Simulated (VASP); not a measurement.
Shape and ions are relaxed at each volume.

Energy against volume of Mg₃Sb₂ (a-la2o3). Level of theory: rev-vdW-DF2, VASP's PBE PAW potentials (set 64) (plane waves; VASP 6.6.1).

```csv
V (Å³/atom),E (eV/atom)
24.681,-1.50870
25.468,-1.51955
26.256,-1.52290
27.044,-1.51985
27.831,-1.51135
```

Question: Fit a third-order Birch-Murnaghan equation of state.

Answer: 
| Property | Value |
|---|---|
| volume per atom | 26.25 Å³/atom |
| bulk modulus | 43.3 GPa |
| pressure derivative of the bulk modulus | 4.34 |

The compound is Mg3Sb2 in the a-la2o3 structure. It was relaxed first.
